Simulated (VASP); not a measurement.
Energy against volume of CaF$_{2}$ (fluorite). Calculation: revPBE GGA, VASP's PBE PAW potentials (set 64) (plane waves; VASP). Settings: 520 eV cut-off, 7×7×7 Γ-centred mesh, Gaussian smearing of 0.050 eV, potentials Ca_sv F.

```json
[
 {"V (Å³/atom)": "14.130", "E (eV/atom)": "-5.51802"},
 {"V (Å³/atom)": "14.567", "E (eV/atom)": "-5.52189"},
 {"V (Å³/atom)": "15.004", "E (eV/atom)": "-5.52000"},
 {"V (Å³/atom)": "15.441", "E (eV/atom)": "-5.51324"}
]
```

Question: Fit these four points and predict the energy of the run at 13.693 Å³/atom.

Answer: A cubic in V^(−2/3), the third-order Birch-Murnaghan form, passes through the four points with V0 = 14.63 Å³/atom and B0 = 69 GPa, and gives -5.5073 eV/atom there. The run gave -5.5075 eV/atom, -0.2 meV/atom from the fit; all five points give B0 = 68 GPa.

The compound is CaF2 in the fluorite structure. It was relaxed first, which changed the volume by +8 %.
